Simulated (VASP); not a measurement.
Given:

```xyz
2
Lattice="2.8703 0.0000 0.0000 0.0000 2.8703 0.0000 0.0000 0.0000 4.1185" Properties=species:S:1:pos:R:3 pbc="T T T"
Ta     1.4351     1.4351     2.0593
Au     0.0000     0.0000     0.0000
```

Level of theory: PBEsol GGA with spin-orbit coupling, VASP's PBE PAW potentials (set 64) (plane waves; VASP 6.6.1). Run with 400 eV cut-off, 11×11×8 Γ-centred mesh, Gaussian smearing of 0.050 eV, potentials Ta_pv Au.

Give the energies of bands 15 to 28 at the high-symmetry points, in eV from the Fermi level.

```tsv
band	Γ	X	M	Z	R	A
15	-4.60	-4.74	-2.50	-4.25	-4.30	-3.91
16	-4.60	-4.74	-2.50	-4.25	-4.30	-3.91
17	-3.43	-3.96	-1.02	-4.13	-1.66	-2.75
18	-3.43	-3.96	-1.02	-4.13	-1.66	-2.75
19	-1.74	-2.52	1.02	-3.29	-1.29	-2.42
20	-1.74	-2.52	1.02	-3.29	-1.29	-2.42
21	-0.64	-1.70	1.55	-2.43	-1.20	-2.42
22	-0.64	-1.70	1.55	-2.43	-1.20	-2.42
23	1.13	-0.70	2.22	-0.16	-0.15	1.77
24	1.13	-0.70	2.22	-0.16	-0.15	1.77
25	3.52	1.51	2.23	1.84	2.58	3.67
26	3.52	1.51	2.23	1.84	2.58	3.67
27	3.88	3.07	2.93	2.18	3.15	6.97
28	3.88	3.07	2.93	2.18	3.15	6.97
```

It has no gap at this level: it comes out as a metal or semimetal.

The structure comes from a computed database's TaAu entry (P4/mmm); how it stands against other phases isn't given here. It was relaxed first.
